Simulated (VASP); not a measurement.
Output of a VASP run:

**OSZICAR**
```
...
DAV:  22    -0.255233154539E+02   -0.29084E-04   -0.19069E-06   314   0.323E-03    0.811E-04
DAV:  23    -0.255233240976E+02   -0.86437E-05   -0.73124E-07   318   0.225E-03
   1 F= -.25523324E+02 E0= -.25523324E+02  d E =-.255233E+02
       N       E                     dE             d eps       ncg     rms          rms(c)
DAV:   1    -0.255238579782E+02   -0.54252E-03   -0.82555E-02   498   0.114E+00    0.672E-02
DAV:   2    -0.255240585438E+02   -0.20057E-03   -0.23153E-03   504   0.236E-01    0.299E-02
DAV:   3    -0.255240575648E+02    0.97901E-06   -0.98343E-05   492   0.316E-02    0.207E-02
DAV:   4    -0.255240535029E+02    0.40618E-05   -0.67135E-06   312   0.168E-02
   2 F= -.25524054E+02 E0= -.25524054E+02  d E =-.729405E-03
       N       E                     dE             d eps       ncg     rms          rms(c)
DAV:   1    -0.255239141831E+02    0.14338E-03   -0.74025E-01   480   0.342E+00    0.199E-01
DAV:   2    -0.255257093459E+02   -0.17952E-02   -0.20717E-02   528   0.706E-01    0.910E-02
DAV:   3    -0.255257237493E+02   -0.14403E-04   -0.92007E-04   698   0.959E-02    0.650E-02
DAV:   4    -0.255256886522E+02    0.35097E-04   -0.52122E-05   502   0.451E-02    0.387E-02
DAV:   5    -0.255256741502E+02    0.14502E-04   -0.58867E-05   480   0.520E-02    0.126E-02
DAV:   6    -0.255256873442E+02   -0.13194E-04   -0.38951E-05   430   0.311E-02    0.709E-03
DAV:   7    -0.255256902511E+02   -0.29069E-05   -0.42587E-06   336   0.962E-03
   3 F= -.25525690E+02 E0= -.25525690E+02  d E =-.236615E-02
       N       E                     dE             d eps       ncg     rms          rms(c)
DAV:   1    -0.255193049722E+02    0.63824E-02   -0.29732E+00   456   0.686E+00    0.405E-01
DAV:   2    -0.255266300110E+02   -0.73250E-02   -0.83865E-02   528   0.142E+00    0.181E-01
DAV:   3    -0.255267172993E+02   -0.87288E-04   -0.36644E-03   696   0.192E-01    0.130E-01
DAV:   4    -0.255265874084E+02    0.12989E-03   -0.21647E-04   544   0.909E-02    0.773E-02
DAV:   5    -0.255265359471E+02    0.51461E-04   -0.22597E-04   528   0.102E-01    0.252E-02
DAV:   6    -0.255265806100E+02   -0.44663E-04   -0.13733E-04   570   0.592E-02    0.128E-02
DAV:   7    -0.255265919284E+02   -0.11318E-04   -0.13334E-05   360   0.170E-02    0.107E-02
DAV:   8    -0.255266019175E+02   -0.99891E-05   -0.28346E-06   318   0.107E-02
   4 F= -.25526602E+02 E0= -.25526602E+02  d E =-.327782E-02
       N       E                     dE             d eps       ncg     rms          rms(c)
DAV:   1    -0.255265626664E+02    0.29262E-04   -0.69285E-02   504   0.105E+00    0.633E-02
DAV:   2    -0.255267427701E+02   -0.18010E-03   -0.19800E-03   522   0.218E-01    0.278E-02
DAV:   3    -0.255267494623E+02   -0.66922E-05   -0.86880E-05   492   0.297E-02    0.190E-02
DAV:   4    -0.255267537407E+02   -0.42784E-05   -0.61164E-06   330   0.157E-02
   5 F= -.25526754E+02 E0= -.25526754E+02  d E =-.342964E-02
       N       E                     dE             d eps       ncg     rms          rms(c)
DAV:   1    -0.255265314091E+02    0.21805E-03   -0.90537E-02   474   0.120E+00    0.693E-02
DAV:   2    -0.255267490547E+02   -0.21765E-03   -0.25255E-03   528   0.247E-01    0.319E-02
DAV:   3    -0.255267494257E+02   -0.37097E-06   -0.11209E-04   534   0.345E-02    0.220E-02
DAV:   4    -0.255267462889E+02    0.31369E-05   -0.63308E-06   318   0.180E-02
   6 F= -.25526746E+02 E0= -.25526746E+02  d E =-.342219E-02
```

### OUTCAR
```
------------------------ aborting loop because EDIFF is reached ----------------------------------------
  FORCE on cell =-STRESS in cart. coord.  units (eV):
  Direction    XX          YY          ZZ          XY          YZ          ZX
  --------------------------------------------------------------------------------------
  Total       -0.7190436     -0.7190436     -0.1613430      0.0000000      0.0000000      0.0000000
  in kB       -1.9121561     -1.9121561     -0.4290601      0.0000000      0.0000000      0.0000000
  external PRESSURE =      -1.4177908 kB  Pullay stress =       0.0000000 kB
  volume of cell :      602.48
      direct lattice vectors                 reciprocal lattice vectors
     4.637039289  0.000000000  0.000000000     0.215654847  0.000000000  0.000000000
     0.000000000  4.637039289  0.000000000     0.000000000  0.215654847  0.000000000
     0.000000000  0.000000000 28.019534990     0.000000000  0.000000000  0.035689386
 POSITION                                       TOTAL-FORCE (eV/Angst)
 -----------------------------------------------------------------------------------
      0.00000      2.31852      9.11968        -0.000000      0.000000      0.010326
      2.31852      0.00000     12.36529         0.000000      0.000000     -0.021370
      0.00000      2.31852     15.65425        -0.000000     -0.000000      0.021370
      2.31852      0.00000     18.89986         0.000000      0.000000     -0.010326
      0.00000      2.31852     12.36179         0.000000      0.000000      0.024658
      2.31852      0.00000      9.07395         0.000000      0.000000      0.001288
      0.00000      2.31852     18.94558         0.000000      0.000000     -0.001288
      2.31852      0.00000     15.65775        -0.000000      0.000000     -0.024658
 -----------------------------------------------------------------------------------
    total drift:                                0.000000      0.000000      0.000000
  FREE ENERGIE OF THE ION-ELECTRON SYSTEM (eV)
  ---------------------------------------------------
  free  energy   TOTEN  =       -25.5267462889 eV

  energy  without entropy=      -25.5267462889  energy(sigma->0) =      -25.52674629

 reached required accuracy - stopping structural energy minimisation
```
(Selected blocks of OUTCAR.)

POSCAR:
```
KBr(100) slab
1
    4.6370392888    -0.0000000000    -0.0000000000
   -0.0000000000     4.6370392888     0.0000000000
    0.0000000000     0.0000000000    28.0195349903
K Br
4 4
Direct
  0.0000000000   0.5000000000   0.3244680000
  0.5000000000   0.0000000000   0.4414890000
  0.0000000000   0.5000000000   0.5585110000
  0.5000000000   0.0000000000   0.6755320000
  0.0000000000   0.5000000000   0.4414890000
  0.5000000000   0.0000000000   0.3244680000
  0.0000000000   0.5000000000   0.6755320000
  0.5000000000   0.0000000000   0.5585110000
```

Reconstruct the remaining input files.

One answer among several that fit: the input of the run itself, PBEsol GGA, plane waves, VASP's PBE PAW potentials (set 64).

### KPOINTS
```
Automatic mesh
0
gamma
5 5 1
0 0 0
```

### INCAR
```
SYSTEM = KBr(100) slab
PREC = Normal; ENCUT = 400; LREAL = .FALSE.
LASPH = .TRUE.
EDIFF = 1E-5; NELM = 100; NELMIN = 4
ALGO = Normal; LMAXMIX = 4
ISMEAR = 0; SIGMA = 0.05
GGA = PS
IBRION = 2; NSW = 50; ISIF = 2
EDIFFG = -0.03
LWAVE = .TRUE.; LCHARG = .FALSE.
DIPOL = 0.5 0.5 0.5
LDIPOL = .TRUE.; IDIPOL = 3
```

POTCAR, in this order: K_sv Br (PBE.64 set). Program: vasp_std.

The cell is a thin slab with vacuum, built from KBr (rock salt): (100) face.
